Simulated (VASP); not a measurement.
Input:

```
NbN
1.0
    0.00000     2.21158     2.21158
    2.21158     0.00000     2.21158
    2.21158     2.21158     0.00000
Nb N
1 1
Cartesian
  0.00000   0.00000   0.00000
  2.21158   2.21158   2.21158
```

The numbers are results of PW91 GGA, VASP's PBE PAW potentials (set 64) (plane waves; VASP), not measurements. Settings: 520 eV cut-off, 13×13×13 Γ-centred mesh, first-order Methfessel-Paxton smearing of 0.10 eV, potentials Nb_sv N.

Question: Predict the energy per atom (σ→0), band gap (on the k-mesh) with the smallest direct gap where there is one.

Answer: 
The band gap (on the k-mesh) is none (metal, semimetal or under 0.01 eV) and the energy per atom (σ→0) comes out as -10.290 eV/atom.

The absolute energy has meaning only against runs of the same code, potentials and settings.

The compound is NbN in the rock salt structure, the cubic δ form, which competes with hexagonal ones. It was relaxed first. The start is the result of an earlier pass. VASP warned that the highest band is occupied, so more bands are needed.
